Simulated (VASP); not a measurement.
```yaml
crystal:
  lattice:
    - [0.00000, 2.79309, 2.79309]
    - [2.79309, 0.00000, 2.79309]
    - [2.79309, 2.79309, 0.00000]
  atoms:
    - { symbol: Li, position: [0.25000, 0.25000, 0.25000] }
    - { symbol: Li, position: [0.75000, 0.75000, 0.75000] }
    - { symbol: S, position: [0.00000, 0.00000, 0.00000] }
```

The numbers are results of vdW-DF-cx, VASP's PBE PAW potentials (set 64) (plane waves; VASP), not measurements. Numerical set-up: 520 eV cut-off, 7×7×7 Γ-centred mesh, Gaussian smearing of 0.050 eV, potentials Li_sv S.

Problem. Predict the energy per atom (σ→0), pressure.

Solution. 
```json
{
  "energy per atom (σ→0)": "-2927 meV/atom",
  "pressure": "2.95 GPa"
}
```

The compound is Li2S in the antifluorite structure. This cell is one point of a volume scan, at 0.94 of the reference volume.
